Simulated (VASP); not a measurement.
Given:

```yaml
crystal:
  lattice:
    - [1.84851, -3.20171, 0.00000]
    - [1.84851, 3.20171, 0.00000]
    - [0.00000, 0.00000, 5.70426]
  atoms:
    - { symbol: Pt, position: [0.00000, 0.00000, 0.00000] }
    - { symbol: Se, position: [0.33333, 0.66667, 0.22648] }
    - { symbol: Se, position: [0.66667, 0.33333, 0.77352] }
```

Calculation: SCAN meta-GGA, VASP's PBE PAW potentials (set 64) (plane waves; VASP). Run with 520 eV cut-off, 8×8×5 Γ-centred mesh, tetrahedra with Blöchl corrections, potentials Pt Se.

Unless said otherwise, spin-orbit coupling is left out, though it shifts the bands of the heavy elements here.

**Question.** Give the energies of bands 3 to 14 at the high-symmetry points, in eV from the valence-band maximum.

**Answer.** 
| band | Γ | M | K | A | L | H |
|---|---|---|---|---|---|---|
| 3 | -6.75 | -7.33 | -6.68 | -6.21 | -7.47 | -6.48 |
| 4 | -6.22 | -5.66 | -5.95 | -6.21 | -5.72 | -6.08 |
| 5 | -6.22 | -5.11 | -5.95 | -5.84 | -5.12 | -6.08 |
| 6 | -3.93 | -4.45 | -4.50 | -3.94 | -4.96 | -4.35 |
| 7 | -3.93 | -3.39 | -4.50 | -3.94 | -3.39 | -4.35 |
| 8 | -2.47 | -3.28 | -3.66 | -2.33 | -3.34 | -3.63 |
| 9 | -0.73 | -2.93 | -2.88 | -1.78 | -3.08 | -3.48 |
| 10 | -0.73 | -2.88 | -1.70 | -0.87 | -2.64 | -2.12 |
| 11 | -0.03 | -2.85 | -1.70 | -0.87 | -1.63 | -2.12 |
| 12 | 2.44 | 1.56 | 0.85 | 2.75 | 2.04 | 2.00 |
| 13 | 2.44 | 2.62 | 0.85 | 2.75 | 2.18 | 2.00 |
| 14 | 4.55 | 4.84 | 4.73 | 5.28 | 4.37 | 6.56 |

The gap is indirect, 0.65 eV, from the valence maximum at Γ-M at 0.20 to the conduction minimum at (0.00, 0.25, 0.40).

The compound is PtSe2 in the 1T layered structure. It was relaxed first, which changed the volume by +10 %.
